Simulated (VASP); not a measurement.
SiC (4h), at 0.96 of the tabulated volume:

```xyz
8
Lattice="1.5194 -2.6317 0.0000 1.5194 2.6317 0.0000 0.0000 0.0000 9.9485" Properties=species:S:1:pos:R:3 pbc="T T T"
Si     0.0000     0.0000     0.0000
Si     0.0000     0.0000     4.9743
Si     1.5194    -0.8772     7.4632
Si     1.5194     0.8772     2.4889
C      0.0000     0.0000     8.0798
C      0.0000     0.0000     3.1055
C      1.5194    -0.8772     5.6039
C      1.5194     0.8772     0.6296
```

The lowest empty band near M, direction to K, from PBE with spin-orbit coupling in VASP (PAW); its two spin partners are averaged. The gap over the points computed is 2.20 eV, and the next band on that side lies 0.16 eV away at the edge.

Settings: 520 eV cut-off, 9×9×3 Γ-centred mesh, Gaussian smearing of 0.050 eV, potentials Si C.

```tsv
distance from the edge in k (1/Å)	distance in energy (meV)
0.018	4.5
0.025	8.6
0.035	16.6
0.050	33.5
```

Question: Fit E(1 + αE) = ħ²k²/2m* (ħ²/2m0 = 3.810 eV Å²) and predict the row at 0.070 1/Å.

Answer: The rows don't resolve α, so a parabola serves: the electron mass is m* = 0.283 m0, and so 65.9 meV. The run gave 64.6 meV, -1.3 meV from the fit.

Left out are points under 3 meV from the edge, since the levels carry 0.1 meV, and points farther than half the way to the next band.

The compound is SiC in the 4h structure. The cell was not relaxed at this level.
